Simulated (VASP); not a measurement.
Write the native input for VASP 6.6.1 that does the following.

| Item | Value |
| --- | --- |
| Task | single point |
| Functional | PBE |
| Potentials or basis | VASP PAW PBE potentials, release 64 (Sr_sv, Sc_sv) |
| Cutoff | 520 eV |
| k mesh | 7 × 7 × 7 |
| Occupations | fermi-dirac, width 0.05 eV |
| Spin | no spin polarisation |
| Further INCAR settings | ALGO = Normal; EDIFF = 1e-07; NBANDS = 28 |

The structure of Sr3Sc lies in POSCAR:

```
Sr3Sc
1.0
   -2.7813170000      2.7813170000      5.7867300000
    2.7813170000     -2.7813170000      5.7867300000
    2.7813170000      2.7813170000     -5.7867300000
Sr Sc
3 1
Direct
    0.4927250000      0.4957540000     -0.0017520000
    0.2570060000      0.7542200000      0.5021690000
    0.7514210000      0.2441790000      0.4986680000
    0.0021870000     -0.0021510000     -0.0033640000
```

The cell comes from a database or a generator and needn't be the stable form of this composition.

The cell isn't the ideal one: atoms moved at random, drawn with an rms of 0.05 Å.

The input as run:

INCAR

```
SYSTEM = Sr3Sc
PREC     = Accurate       ! precision mode
ENCUT    = 520            ! plane-wave cutoff, eV
EDIFF    = 1E-7           ! SCF threshold, eV
ISMEAR   = -1             ! smearing method
SIGMA    = 0.05           ! smearing width, eV
LREAL    = .False.        ! projectors in reciprocal space
LASPH    = .True.         ! aspherical terms in the spheres
NELM     = 100            ! most SCF steps
ALGO     = Normal         ! electronic algorithm
ISIF     = 2              ! what is computed and relaxed
LWAVE    = .False.        ! write WAVECAR
LCHARG   = .False.        ! write CHGCAR
GGA      = PE             ! functional
NBANDS   = 28             ! bands
```

KPOINTS

```
Automatic mesh
0
Gamma
  7 7 7
  0 0 0
```

Potentials or basis: VASP PAW PBE potentials, release 64 (Sr_sv, Sc_sv).

Command:

```bash
$ cat potpaw_PBE.64/Sr_sv/POTCAR potpaw_PBE.64/Sc_sv/POTCAR > POTCAR
$ mpirun -np 1 vasp_std > vasp.out
```

Results of the run:

```yaml
Pressure: 0.0 GPa
Largest_force: 0.199 eV/Å
Band_gap_on_the_k_mesh: none (metal or under the smearing width)
```

Run time: 25 min on 1 thread of Intel(R) Xeon(R) Platinum 8559C (Emerald Rapids), on a shared host, peak memory 0.96 GiB.
